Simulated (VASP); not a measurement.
Runs of VASP 6.6.1 on SnH2. The structure is cubic, space group Fm-3m (No. 225). Conventional cell: a = 5.309 Å, b = 5.309 Å, c = 5.309 Å, α = 90.00°, β = 90.00°, γ = 90.00°. Around Sn (site symmetry m-3m) lie 8 H at 2.30 Å. H (site symmetry -43m) has 4 Sn at 2.30 Å as nearest neighbours. The cell was built by a generator and needn't be a form met in nature.

```csv
level,potentials or basis,k mesh,gap on the mesh (eV),pressure (GPa)
r2SCAN,"VASP PAW PBE potentials, release 64 (Sn_d, H)",8 × 8 × 8,none,(a)
LDA,"VASP PAW LDA potentials, release 64 (Sn_d, H)",8 × 8 × 8,none,-2.7
PBE,"VASP PAW PBE potentials, release 64 (Sn_d, H)",8 × 8 × 8,none,1.2
r2SCAN,"VASP PAW PBE potentials, release 64 (Sn_d, H)",10 × 10 × 10,none,0.4
```

Alike in all rows: task single point; no spin polarisation; cell as given; cutoff (eV) 520; smearing fermi-dirac 0.02 eV.

Question: Fill in the values left out.

Answer: (a) -0.1.

Caveats: the PAW data sets were made with another functional, which shifts forces and pressure a little (some runs).

A k mesh can miss the band edges, and the runs leave out spin-orbit coupling on Sn.

A gap of «none» marks a metal or a gap under the smearing width.

Not every run made on this cell is shown here.
